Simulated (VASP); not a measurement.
Consider the following.

```yaml
crystal:
  lattice:
    - [0.00000, 2.48557, 2.48557]
    - [2.48557, 0.00000, 2.48557]
    - [2.48557, 2.48557, 0.00000]
  atoms:
    - { symbol: Pb, position: [0.00000, 0.00000, 0.00000] }
```

Calculation: TPSS meta-GGA, VASP's PBE PAW potentials (set 64) (plane waves; VASP 6.6.1). Numerical set-up: 520 eV cut-off, 14×14×14 Γ-centred mesh, tetrahedra with Blöchl corrections, potentials Pb_d.

### Question
Give the energies of bands 6 to 9 at the high-symmetry points, in eV from the Fermi level.

### Answer

| band | Γ | X | U | L | W |
|---|---|---|---|---|---|
| 6 | -11.80 | -6.80 | -6.88 | -8.20 | -6.69 |
| 7 | 7.32 | -3.30 | -2.31 | -4.25 | -1.41 |
| 8 | 7.32 | 2.00 | -1.29 | 5.52 | -1.41 |
| 9 | 7.32 | 2.00 | 2.92 | 5.52 | 0.17 |

It has no gap at this level: it comes out as a metal or semimetal.

The compound is Pb in the fcc structure. It was relaxed first.
